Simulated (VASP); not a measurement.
Wanted: the native input for a VASP 6.6.1 run.

```yaml
Task: relaxation of cell and atoms
Functional: PBE
Potentials_or_basis: VASP PAW PBE potentials, release 64 (Sr_sv, N)
Cutoff: 600 eV
k_mesh: 4 × 4 × 4
Occupations: gaussian, width 0.1 eV
Spin: no spin polarisation
Dipole_correction: no
Further_INCAR_settings: ALGO = Fast; EDIFF = 1e-06; IBRION = 2; EDIFFG = -0.04; NSW = 90; ISIF = 3
```

The structure of Sr3N lies in POSCAR:

```
Sr3N
1.0
    5.0473313500      0.0000000000      0.0000000000
    0.0000000000      5.0473313500      0.0000000000
    0.0000000000      0.0000000000      3.8355076400
Sr N
3 1
Direct
    0.0000000000      0.0000000000      0.0000000000
    0.5000000000      0.0000000000      0.5000000000
    0.0000000000      0.5000000000      0.5000000000
    0.0000000000      0.0000000000      0.5000000000
```

The cell was built by a generator and needn't be a form met in nature.

The cell isn't the ideal one: random cell by space group and Wyckoff sites (P4/mmm, No. 123).

One way to write it, as run:

INCAR

```
SYSTEM = Sr3N
ALGO     = Fast           ! electronic algorithm
EDIFF    = 1E-6           ! SCF threshold, eV
EDIFFG   = -0.04          ! ionic threshold
ENCUT    = 600            ! plane-wave cutoff, eV
GGA      = PE             ! functional
IBRION   = 2              ! ionic algorithm
ISIF     = 3              ! what is computed and relaxed
ISMEAR   = 0              ! smearing method
LASPH    = .TRUE.         ! aspherical terms in the spheres
LCHARG   = .FALSE.        ! write CHGCAR
LREAL    = .FALSE.        ! projectors in reciprocal space
LWAVE    = .FALSE.        ! write WAVECAR
NELM     = 100            ! most SCF steps
NSW      = 90             ! ionic steps
PREC     = Accurate       ! precision mode
SIGMA    = 0.1            ! smearing width, eV
```

KPOINTS

```
k-points
0
G
  4 4 4
  0 0 0
```

Potentials or basis: VASP PAW PBE potentials, release 64 (Sr_sv, N).

The run is started by

```sh
$ cat potpaw_PBE.64/Sr_sv/POTCAR potpaw_PBE.64/N/POTCAR > POTCAR
$ mpirun -np 1 vasp_std > vasp.out
```

Results of the run:

* Relaxed volume: 37.30 Å³/atom
* Relaxed cell: a = 5.334 Å, b = 5.334 Å, c = 5.244 Å, α = 90.00°, β = 90.00°, γ = 90.00°
* Space group after relaxing (to 0.05 Å): P4/mmm (No. 123)
* Energy gained by relaxing: 1470.8 meV/atom
* Ionic steps: 9
* Pressure after relaxing: 0.0 GPa
* Band gap on the k mesh: none (metal or under the smearing width)

Caveat: the k mesh is coarse (spacing up to 0.41 Å⁻¹), so the values aren't converged; the volume moved by over 15 % at a fixed basis, so the end points are rough.

Run time: 10 min on 1 thread of AMD EPYC 7R13 Processor (Zen 3), with other jobs on the host, peak memory 0.21 GiB.
